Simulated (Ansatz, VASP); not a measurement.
One calculation of Zr3Cd2, two programs

```xyz
5
Lattice="5.3000 0.0000 0.0000 0.0000 6.5200 0.0000 0.0000 0.0000 7.8600" Properties=species:S:1:pos:R:3 pbc="T T T"
Zr    0.0000    0.0000    3.9300
Zr    2.6500    0.0000    0.0000
Zr    0.0000    0.0000    0.0000
Cd    2.6500    3.2600    3.9300
Cd    2.6500    0.0000    3.9300
```

Alike in both runs: task single point; functional PBE; k mesh 4 × 4 × 2; occupations gaussian, width 0.1 eV; no spin polarisation.

|  | VASP | Ansatz |
| --- | --- | --- |
| version | VASP 6.6.1 | Ansatz 0.2.0 |
| potentials or method | VASP PAW PBE potentials, release 64 (Zr_sv, Cd) | scalar-relativistic, plane waves, PAW |
| plane-wave cutoff (eV) | 520 | 420 |
| valence electrons in the cell | 60 | 76 |

VASP gave:

```
gap on the k mesh at the Fermi level (eV)       : none
pressure (GPa)                                  : -3.0
largest component of the traceless stress (GPa) : 4.49
```

Problem. Which values does Ansatz return?

Solution. gap on the k mesh at the Fermi level (eV): none; pressure (GPa): -3.1; largest component of the traceless stress (GPa): 4.36.

A gap of «none» marks a metal or a gap that the smearing closes. The two sets of potentials don't hold the same shells in valence.

Caveats: the k mesh is coarse (spacing up to 0.40 Å⁻¹), so the values aren't converged.
